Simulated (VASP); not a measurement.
Level of theory: PBEsol GGA, VASP's PBE PAW potentials (set 64) (plane waves; VASP 6.6.1).

VASP ran on this input.

File KPOINTS:
```
Automatic mesh
0
Gamma
6 6 6
0 0 0
```

INCAR:
```
ENCUT  =  300   # plane-wave cut-off (eV)
SYSTEM  =  CaPb3
PREC  =  Accurate
LWAVE  =  .FALSE.
NELM  =  100   # most electronic steps
SIGMA  =  0.136   # width (eV)
ALGO  =  Normal
LREAL  =  .FALSE.
GGA  =  PS   # PBEsol
ISMEAR  =  0
LMAXMIX  =  4   # l cut-off of mixed one-centre charges
EDIFF  =  1E-6
ISIF  =  2   # forces and stress, cell fixed
LCHARG  =  .FALSE.
LASPH  =  .TRUE.   # aspherical one-centre terms
```

**POSCAR**
```
CaPb3
1
    4.8875230000     0.0000000000     0.0000000000
    0.0000000000     4.8875230000     0.0000000000
    0.0000000000     0.0000000000     4.8875230000
Ca Pb
1 3
Direct
  0.0000000000   0.0000000000   0.0000000000
  0.0000000000   0.5000000000   0.5000000000
  0.5000000000   0.0000000000   0.5000000000
  0.5000000000   0.5000000000   0.0000000000
```

POTCAR, in this order: Ca_sv Pb_d (PBE.64 set). Program: vasp_std.

What VASP printed:

**OSZICAR**
```
       N       E                     dE             d eps       ncg     rms          rms(c)
DAV:   1     0.513001516903E+03    0.51300E+03   -0.19237E+04  1240   0.134E+03
DAV:   2     0.225601672329E+02   -0.49044E+03   -0.48430E+03  1289   0.435E+02
DAV:   3    -0.139625029938E+02   -0.36523E+02   -0.36256E+02  1529   0.152E+02
DAV:   4    -0.156677461497E+02   -0.17052E+01   -0.17012E+01  2129   0.323E+01
DAV:   5    -0.157112717357E+02   -0.43526E-01   -0.43520E-01  1963   0.359E+00    0.343E+00
DAV:   6    -0.155887453748E+02    0.12253E+00   -0.31402E-01  1595   0.492E+00    0.206E+00
DAV:   7    -0.155709370682E+02    0.17808E-01   -0.10224E-01  1617   0.273E+00    0.611E-01
DAV:   8    -0.155679387417E+02    0.29983E-02   -0.15316E-02  1715   0.110E+00    0.428E-02
DAV:   9    -0.155679539929E+02   -0.15251E-04   -0.70043E-04  2050   0.158E-01    0.284E-02
DAV:  10    -0.155679614202E+02   -0.74272E-05   -0.47891E-05  1539   0.443E-02    0.975E-03
DAV:  11    -0.155679603848E+02    0.10353E-05   -0.10918E-05  1634   0.264E-02    0.301E-03
DAV:  12    -0.155679602833E+02    0.10150E-06   -0.59584E-07   977   0.663E-03
   1 F= -.15567960E+02 E0= -.15559387E+02  d E =-.171467E-01
```

File OUTCAR:
```
------------------------ aborting loop because EDIFF is reached ----------------------------------------
  FORCE on cell =-STRESS in cart. coord.  units (eV):
  Direction    XX          YY          ZZ          XY          YZ          ZX
  --------------------------------------------------------------------------------------
  Total       -0.8706429     -0.8706429     -0.8706429     -0.0000000     -0.0000000      0.0000000
  in kB      -11.9476976    -11.9476976    -11.9476976     -0.0000000     -0.0000000      0.0000000
  external PRESSURE =     -11.9476976 kB  Pullay stress =       0.0000000 kB
  volume of cell :      116.75
      direct lattice vectors                 reciprocal lattice vectors
     4.887523000  0.000000000  0.000000000     0.204602618  0.000000000  0.000000000
     0.000000000  4.887523000  0.000000000     0.000000000  0.204602618  0.000000000
     0.000000000  0.000000000  4.887523000     0.000000000  0.000000000  0.204602618
 POSITION                                       TOTAL-FORCE (eV/Angst)
 -----------------------------------------------------------------------------------
      0.00000      0.00000      0.00000         0.000000      0.000000      0.000000
      0.00000      2.44376      2.44376         0.000000      0.000000      0.000000
      2.44376      0.00000      2.44376         0.000000      0.000000      0.000000
      2.44376      2.44376      0.00000         0.000000      0.000000      0.000000
 -----------------------------------------------------------------------------------
    total drift:                                0.000000      0.000000      0.000000
  FREE ENERGIE OF THE ION-ELECTRON SYSTEM (eV)
  ---------------------------------------------------
  free  energy   TOTEN  =       -15.5679602833 eV

  energy  without entropy=      -15.5508136137  energy(sigma->0) =      -15.55938695
```
(Selected blocks of OUTCAR.)

At this cut-off the stress carries a Pulay error, which pulls relaxed volumes low.

The structure comes from a computed database's CaPb3 entry (Pm-3m); how it stands against other phases isn't given here. The cell was not relaxed at this level. The run is one of a series of settings (GGA = PS, POTCAR Ca_sv Pb_d (PBE.64 set) against the base run), some of them coarse on purpose.
